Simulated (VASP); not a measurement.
Take MgH2 (rutile), without spin-orbit terms, in VASP with PAW potentials, and its band gap.

Problem. One run gives 3.73 eV. Which level is it?
A) PBEsol (own cell)
B) LDA (own cell)
C) PBE (own cell)

Solution. C, PBE (own cell).  The others give 3.42 (LDA (own cell)), 3.52 (PBEsol (own cell)).

Only levels that ran to the end are used. Left out are those held back, those with too coarse a band path, GW runs whose mesh misses a band edge, hybrids' fits of cells that aren't cubic and levels without matching references; a question may draw on a part of the rest.

The compound is MgH2 in the rutile structure.
